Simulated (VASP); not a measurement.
**Be2N: single point with PBE**

The system is Be2N.

```xyz
6
Lattice="-2.0162 2.0162 4.0926 2.0162 -2.0162 4.0926 2.0162 2.0162 -4.0926" Properties=species:S:1:pos:R:3 pbc="T T T"
Be    1.0081    2.7212    3.0695
Be    0.7050    1.0081    1.0232
Be   -1.0081    1.3111    3.0695
Be   -0.7050    3.0243    1.0232
N     0.0000    0.0000    0.0000
N     0.0000    2.0162    2.0463
```

The cell was built by a generator and needn't be a form met in nature.

The cell isn't the ideal one: species swapped into the SiO2 type (I-42d, No. 122).

```
Program                : VASP 6.6.1
Task                   : single point
Functional             : PBE
Potentials or basis    : VASP PAW PBE potentials, release 64 (Be, N)
Cutoff                 : 520 eV
k mesh                 : 6 × 6 × 6
Occupations            : gaussian, width 0.1 eV
Spin                   : no spin polarisation
Dipole correction      : no
Further INCAR settings : ALGO = Normal; EDIFF = 1e-07; NBANDS = 18
```

| Quantity | Value |
| --- | --- |
| Pressure | 0.2 GPa |
| Largest force | 0.016 eV/Å |
| Band gap on the k mesh | none (metal or under the smearing width) |

Forces on the atoms (eV/Å):
```
Be   0.000  0.016  0.000
Be   0.016  0.000  0.000
Be   0.000 -0.016  0.000
Be  -0.016  0.000  0.000
N    0.000  0.000  0.000
N    0.000  0.000  0.000
```

Stress tensor (GPa, compression positive):
```
0.09 0.00 0.00
0.00 0.09 0.00
0.00 0.00 0.30
```

Levels at points of the mesh, in eV from the Fermi level:
```tsv
k point	band 5	band 6	band 7	band 8	band 9	band 10	band 11	band 12	band 13	band 14
(0.00, 0.00, 0.00)	-5.20	-4.81	-3.84	-3.84	-2.85	0.12	2.00	4.56	5.24	5.24
(0.50, 0.00, 0.00)	-5.07	-4.34	-4.15	-3.95	0.10	0.30	1.83	4.00	4.67	5.54
(0.50, 0.50, 0.00)	-5.58	-5.58	-3.75	-3.75	-0.15	-0.15	3.93	3.93	5.07	5.07
(0.50, 0.50, 0.50)	-5.06	-5.06	-3.99	-3.99	-1.31	-1.31	4.41	4.41	5.30	5.30
```

Run time: 37 s on 1 thread of Intel(R) Xeon(R) Platinum 8559C (Emerald Rapids), on a shared host, peak memory 0.23 GiB.

Caveat: the k mesh is coarse (spacing up to 0.37 Å⁻¹), so the values aren't converged.
